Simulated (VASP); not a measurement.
An input for Ansatz (written as the equivalent of a VASP run, and not itself run):

Ansatz 0.2 input:
```yaml
crystal:
  lattice:
    - [0.0000000, 2.7432930, 2.7432930]
    - [2.7432930, 0.0000000, 2.7432930]
    - [2.7432930, 2.7432930, 0.0000000]
  atoms:
    - { symbol: Ce, position: [0.0000000, 0.0000000, 0.0000000] }
    - { symbol: O, position: [0.2500000, 0.2500000, 0.2500000] }
    - { symbol: O, position: [0.7500000, 0.7500000, 0.7500000] }
kpoints:
  mp_grid: { grid: [7, 7, 7] }
hamiltonian:
  xc: pbe
  pseudopotentials: { kind: paw }
scf:
  occupations: { method: fermi_dirac, width: 0.01 }
  max_iter: 100
output: { forces: true, stress: true, eigenvalues: true }
```

Problem. Translate this input to VASP (INCAR, KPOINTS, POSCAR, choice of POTCAR).

Solution. One answer among several that fit: 
KPOINTS:
```
Regular mesh
0
Gamma
7 7 7
```

### POSCAR
```
CeO2
1
    0.0000000000     2.7432930000     2.7432930000
    2.7432930000     0.0000000000     2.7432930000
    2.7432930000     2.7432930000     0.0000000000
Ce O
1 2
Direct
  0.0000000000   0.0000000000   0.0000000000
  0.2500000000   0.2500000000   0.2500000000
  0.7500000000   0.7500000000   0.7500000000
```

**INCAR**
```
ALGO=Normal
EDIFF=1E-6
ENCUT=400
GGA=PE
ISIF=2
ISMEAR=-1
LASPH=.TRUE.
LCHARG=.FALSE.
LMAXMIX=6
LREAL=.FALSE.
LWAVE=.FALSE.
NELM=100
PREC=Accurate
SIGMA=0.01
SYSTEM=CeO2
```

POTCAR, in this order: Ce O (PBE.64 set). Program: vasp_std.

What does not carry over: each code has its own PAW files, so the cut-off isn't converted (ENCUT is set for VASP's; basis.ecutwfc is left out, and Ansatz then takes the one that its files recommend); Ansatz stops its SCF on the density residual and VASP on the energy change (EDIFF).

The structure comes from a computed database's CeO2 entry; how it stands against other phases isn't given here. The cell was not relaxed at this level.
